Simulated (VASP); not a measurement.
These are PBE GGA, VASP's PBE PAW potentials (set 64) (plane waves; VASP) values and carry that method's errors.

A VASP calculation is set up with these files.

### INCAR
```
NELM=100   # most electronic steps
ENCUT=400
LWAVE=F
LCHARG=F
EDIFF=1E-6   # SCF stop (eV)
ISMEAR=1
ISPIN=2   # spin-polarised
LASPH=T   # aspherical one-centre terms
GGA=PE   # PBE
ALGO=Damped
LMAXMIX=4
SIGMA=0.1   # width (eV)
LORBIT=10
PREC=Accurate
MAGMOM=0.8
SYSTEM=Ni
ISIF=2
LREAL=F
```

**POSCAR**
```
Ni
1
    0.0000000000     1.7952000000     1.7952000000
    1.7952000000     0.0000000000     1.7952000000
    1.7952000000     1.7952000000     0.0000000000
Ni
1
Direct
  0.0000000000   0.0000000000   0.0000000000
```

File KPOINTS:
```
Automatic mesh
0
Gamma
16 16 16
0 0 0
```

POTCAR, in this order: Ni (PBE.64 set). Program: vasp_std.

Output of the run:

**OSZICAR**
```
       N       E                     dE             d eps       ncg     rms           ort
DAV:   1     0.535631335974E+02    0.53563E+02   -0.40802E+03  1305   0.144E+03
DAV:   2     0.361186732487E+01   -0.49951E+02   -0.48786E+02  1305   0.247E+02
DAV:   3    -0.531782802640E+01   -0.89297E+01   -0.86708E+01  1305   0.102E+02
DAV:   4    -0.643452096948E+01   -0.11167E+01   -0.11043E+01  1305   0.385E+01
DAV:   5    -0.646627106076E+01   -0.31750E-01   -0.31703E-01  1305   0.623E+00
SDA:   6    -0.208567836093E+01    0.43806E+01   -0.91647E+01  1305   0.229E+02   0.000E+00
DMP:   7    -0.417810343441E+01   -0.20924E+01   -0.88887E+00  1305   0.715E+01  -0.129E+02
DMP:   8    -0.490257161350E+01   -0.72447E+00   -0.15391E+01  1305   0.330E+01   0.144E+01
DMP:   9    -0.527804638453E+01   -0.37547E+00   -0.15599E+00  1305   0.115E+01  -0.200E+01
DMP:  10    -0.539524926777E+01   -0.11720E+00   -0.17252E+00  1305   0.359E+00   0.188E+00
DMP:  11    -0.541736078869E+01   -0.22112E-01   -0.30075E-01  1305   0.199E+00  -0.323E+00
DMP:  12    -0.543934256277E+01   -0.21982E-01   -0.24144E-01  1305   0.467E-01   0.357E-01
DMP:  13    -0.544219124096E+01   -0.28487E-02   -0.51867E-02  1305   0.305E-01  -0.458E-01
DMP:  14    -0.544595874118E+01   -0.37675E-02   -0.33552E-02  1305   0.617E-02   0.580E-02
DMP:  15    -0.544634914987E+01   -0.39041E-03   -0.66167E-03  1305   0.412E-02  -0.645E-02
DMP:  16    -0.544683466610E+01   -0.48552E-03   -0.51780E-03  1305   0.998E-03   0.776E-03
DMP:  17    -0.544691621894E+01   -0.81553E-04   -0.77664E-04  1305   0.532E-03  -0.884E-03
DMP:  18    -0.544697693575E+01   -0.60717E-04   -0.87087E-04  1305   0.176E-03   0.110E-03
DMP:  19    -0.544699693126E+01   -0.19996E-04   -0.79275E-05  1305   0.646E-04  -0.117E-03
DMP:  20    -0.544700317193E+01   -0.62407E-05   -0.14311E-04  1305   0.310E-04   0.125E-04
DMP:  21    -0.544700727511E+01   -0.41032E-05   -0.72520E-06  1305   0.733E-05  -0.145E-04
DMP:  22    -0.544700789267E+01   -0.61756E-06   -0.24685E-05  1305   0.565E-05   0.135E-05
DMP:  23    -0.544700892254E+01   -0.10299E-05   -0.14530E-06  1305   0.838E-06  -0.124E-05
DMP:  24    -0.544700906716E+01   -0.14462E-06   -0.43956E-06  1305   0.102E-05   0.208E-06
   1 F= -.54470091E+01 E0= -.54471781E+01  d E =0.506982E-03  mag=     0.6108
```

File OUTCAR:
```
------------------------ aborting loop because EDIFF is reached ----------------------------------------
  FORCE on cell =-STRESS in cart. coord.  units (eV):
  Direction    XX          YY          ZZ          XY          YZ          ZX
  --------------------------------------------------------------------------------------
  Total       -0.8096546     -0.8096546     -0.8096546      0.0000000     -0.0000000     -0.0000000
  in kB     -112.1093579   -112.1093579   -112.1093579      0.0000000     -0.0000000     -0.0000000
  external PRESSURE =    -112.1093579 kB  Pullay stress =       0.0000000 kB
  volume of cell :       11.57
      direct lattice vectors                 reciprocal lattice vectors
     0.000000000  1.795200000  1.795200000    -0.278520499  0.278520499  0.278520499
     1.795200000  0.000000000  1.795200000     0.278520499 -0.278520499  0.278520499
     1.795200000  1.795200000  0.000000000     0.278520499  0.278520499 -0.278520499
 POSITION                                       TOTAL-FORCE (eV/Angst)
 -----------------------------------------------------------------------------------
      0.00000      0.00000      0.00000         0.000000      0.000000      0.000000
 -----------------------------------------------------------------------------------
    total drift:                                0.000000     -0.000000      0.000000
  FREE ENERGIE OF THE ION-ELECTRON SYSTEM (eV)
  ---------------------------------------------------
  free  energy   TOTEN  =        -5.4470090672 eV

  energy  without entropy=       -5.4475160490  energy(sigma->0) =       -5.44717806

 total charge

# of ion       s       p       d       tot
------------------------------------------
    1        0.472   0.445   8.288   9.205

 magnetization (x)

# of ion       s       p       d       tot
------------------------------------------
    1       -0.007  -0.025   0.660   0.629
```
(Selected blocks of OUTCAR.)

The compound is Ni in the fcc structure. The cell was not relaxed at this level. The run is one of a series of settings (ALGO = Damped against the base run), some of them coarse on purpose.
